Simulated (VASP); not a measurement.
A convergence study with VASP on SnTe (rock salt): a few settings are varied, all else stays as given below, so the limit is that of these other settings. The cell's lengths are 1 % over those of the tabulated start and one atom is moved, so it is off equilibrium.

```
SnTe
1.0
    0.00000     3.19160     3.19160
    3.19160     0.00000     3.19160
    3.19160     3.19160     0.00000
Sn Te
1 1
Cartesian
  0.00000   0.00000   0.00000
  3.25220   3.19160   3.19160
```

Calculation: LDA (Ceperley-Alder, Perdew-Zunger), VASP's LDA PAW potentials (set 64) (plane waves; VASP). The last row used: LREAL = Auto, 600 eV cut-off, 6×6×6 Γ-centred mesh, Gaussian smearing of 0.050 eV, potentials Sn_d Te.

```
setting                                        E (eV/atom)  pressure (GPa)  largest force (eV/Å)  plane waves
---------------------------------------------  -----------  --------------  --------------------  -----------
ENCUT = 300, LREAL = .FALSE., PREC = Normal        -4.3960           -3.15                 0.067          778
ENCUT = 400, LREAL = .FALSE., PREC = Normal        -4.3966           -2.98                 0.067         1243
ENCUT = 500, LREAL = .FALSE., PREC = Normal        -4.3966           -2.96                 0.067         1676
ENCUT = 600, LREAL = .FALSE., PREC = Normal        -4.3966           -2.95                 0.067         2200
ENCUT = 300, LREAL = .FALSE., PREC = Accurate      -4.3961           -3.15                 0.067          778
ENCUT = 400, LREAL = .FALSE., PREC = Accurate      -4.3965           -2.98                 0.067         1243
ENCUT = 500, LREAL = .FALSE., PREC = Accurate      -4.3966           -2.97                 0.067         1676
ENCUT = 600, LREAL = .FALSE., PREC = Accurate      -4.3966           -2.95                 0.067         2200
ENCUT = 300, LREAL = Auto, PREC = Normal           -4.3961           -3.11                 0.063          778
ENCUT = 400, LREAL = Auto, PREC = Normal           -4.3970           -2.92                 0.068         1243
ENCUT = 500, LREAL = Auto, PREC = Normal           -4.3990           -2.99                 0.088         1676
ENCUT = 600, LREAL = Auto, PREC = Normal           -4.3981           -3.03                 0.067         2200
ENCUT = 300, LREAL = Auto, PREC = Accurate         -4.3968           -3.15                 0.067          778
ENCUT = 400, LREAL = Auto, PREC = Accurate         -4.3968           -2.98                 0.070         1243
ENCUT = 500, LREAL = Auto, PREC = Accurate         -4.3974           -2.95                 0.064         1676
ENCUT = 600, LREAL = Auto, PREC = Accurate         -4.3982           -2.91                 0.058         2200
```

Left out are rungs that failed or repeat a setting and relaxations that didn't move; long series are thinned to 24 rows.

The compound is SnTe in the rock salt structure, which distorts at low temperature. The cell was not relaxed at this level, it is distorted from the ideal structure.
